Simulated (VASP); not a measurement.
VASP runs on GaP (space group R3m) share one base input (PBE GGA, plane waves, VASP's PBE PAW potentials (set 64)) and change the settings named in each case.

**POSCAR**
```
GaP
2.940030
  0.5842841740   0.3373366938   1.0000000000
 -0.5842841740   0.3373366938   1.0000000000
  0.0000000000  -0.6746733877   1.0000000000
Ga P
1 1
Cartesian
 -0.0000000000   0.0000000000   2.2872000000
 -0.0000000000   0.0000000000   0.7128000000
```

**INCAR**
```
ALGO = Normal
EDIFF = 1E-6
ENCUT = 300
GGA = PE
ISIF = 2
ISMEAR = -1
LASPH = .True.
LCHARG = .False.
LMAXMIX = 4
LREAL = .False.
LWAVE = .False.
NELM = 100
PREC = Accurate
SIGMA = 0.05
SYSTEM = GaP
```

### KPOINTS
```
Automatic mesh
0
Gamma
9 9 9
0 0 0
```

POTCAR, in this order: Ga_d P (PBE.64 set). Program: vasp_std.

| change | E(σ→0) (eV/atom) | pressure (GPa) | −TS (eV) |
|---|---|---|---|
| base run | -4.0097 | 18.53 | -0.0056 |
| GGA = PS | -4.5193 | 13.91 | -0.0055 |
| GGA_COMPAT = .FALSE., LNONCOLLINEAR = .TRUE., LSORBIT = .TRUE., MAGMOM = 0.0 0.0 0.0 0.0 0.0 0.0, program vasp_ncl | -4.0128 | 18.58 | -0.0057 |
| KPOINTS 1×1×1 Γ-centred mesh | 4.5471 | 83.36 | 0.0000 |
 Energies of different potentials or functionals have different zeros.  At 300 eV the pressure can carry a Pulay error.

Left out are runs that ran out of time, are held back, or changed the cell or the kind of run, fixed moments of cells without a moment, rows past the twelfth, gaps on odd meshes, pressures of charged cells and columns that move by less than the noise.

The structure was generated: GaP was put into an ordered model structure, which need not be its known phase. The cell was not relaxed at this level, its lattice was scaled by up to 2.5 %.
